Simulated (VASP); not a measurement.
Data:

```
CELL_PARAMETERS angstrom
      1.72798    -2.99295     0.00000
      1.72798     2.99295     0.00000
      0.00000     0.00000     7.48411
ATOMIC_POSITIONS crystal
  Ti 0.00000 0.00000 0.00000
  S  0.33333 0.66667 0.18959
  S  0.66667 0.33333 0.81041
```

These are RPBE GGA, VASP's PBE PAW potentials (set 64) (plane waves; VASP) values and carry that method's errors. Settings: 520 eV cut-off, Gaussian smearing of 0.050 eV, potentials Ti_sv S.

Without a dispersion term in the relaxation, distances and binding between the weakly bound layers, chains or molecules are unreliable, and so is what depends on them.

Q: Give the energies of bands 7 to 15 at the high-symmetry points, in eV from the valence-band maximum.

A: 
```csv
band,Γ,M,K,A,L,H
7,-4.44,-4.97,-3.96,-4.31,-4.97,-3.97
8,-2.71,-3.84,-3.96,-2.70,-3.87,-3.97
9,-2.71,-2.69,-3.87,-2.70,-2.69,-3.85
10,-1.07,-2.63,-2.47,-1.43,-2.63,-2.50
11,0.00,-1.87,-2.31,0.00,-1.76,-2.28
12,0.00,-1.37,-2.31,0.00,-1.37,-2.28
13,0.48,0.19,1.10,0.48,0.15,1.10
14,0.48,1.44,1.60,0.48,1.44,1.57
15,1.07,1.79,1.60,1.22,1.79,1.58
```

The gap is indirect, 0.15 eV, from the valence maximum at Γ to the conduction minimum at L.

The compound is TiS2 in the 1T layered structure. It was relaxed first, which changed the volume by +35 %.
